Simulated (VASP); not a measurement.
An input for Quantum ESPRESSO's pw.x (written as the equivalent of a VASP run, and not itself run):

```
&CONTROL
  calculation = 'vc-relax'
  pseudo_dir = './pseudo'
  outdir = './out'
  tprnfor = .true.
  tstress = .true.
  nstep = 40
  forc_conv_thr = 0.00039
/
&SYSTEM
  ibrav = 0
  nat = 2
  ntyp = 2
  ecutwfc = 74
  occupations = 'smearing'
  smearing = 'gaussian'
  degauss = 0.003675
  input_dft = 'pbe'
/
&ELECTRONS
  conv_thr = 7.3e-09
  electron_maxstep = 100
/
&IONS
/
&CELL
  press = 10
/
ATOMIC_SPECIES
  K 39.098 K.upf
  Cl 35.450 Cl.upf
CELL_PARAMETERS angstrom
    -0.0000000    3.1366295    3.1366295
     3.1366295   -0.0000000    3.1366295
     3.1366295    3.1366295    0.0000000
ATOMIC_POSITIONS crystal
  K    0.0000000  0.0000000  0.0000000
  Cl   0.5000000  0.5000000  0.5000000
K_POINTS automatic
  8 8 8 0 0 0
```

Translate this input to VASP (INCAR, KPOINTS, POSCAR, choice of POTCAR).

This is not unique; one that fits is 
**KPOINTS**
```
Automatic
0
Gamma
 8 8 8
```

### INCAR
```
SYSTEM = KCl
PREC = Accurate
ENCUT = 480
EDIFF = 1E-7
NELM = 100
ALGO = Normal
LREAL = .FALSE.
LASPH = .TRUE.
ISMEAR = 0
SIGMA = 0.05
GGA = PE
LWAVE = .FALSE.
LCHARG = .FALSE.
ISIF = 3
IBRION = 2
NSW = 40
EDIFFG = -0.01
PSTRESS = 10
```

**POSCAR**
```
KCl
1.0
  0.0000000000   3.1366295340   3.1366295340
  3.1366295340   0.0000000000   3.1366295340
  3.1366295340   3.1366295340   0.0000000000
K Cl
1 1
Cart
  0.0000000000   0.0000000000   0.0000000000
  3.1366295340   3.1366295340   3.1366295340
```

POTCAR, in this order: K_sv Cl (PBE.64 set). Program: vasp_std.

The two are equivalent in intent, not identical: the potentials are each code's own (VASP's PAW set, PseudoDojo norm-conserving files in pw.x), so ENCUT and ecutwfc are chosen apart and not converted; conv_thr bounds pw.x's estimated SCF error, while EDIFF bounds the energy change between steps; forc_conv_thr acts on force components and is met together with etot_conv_thr.

The compound is KCl in the rock salt structure. It was relaxed first under an external pressure of 1 GPa.
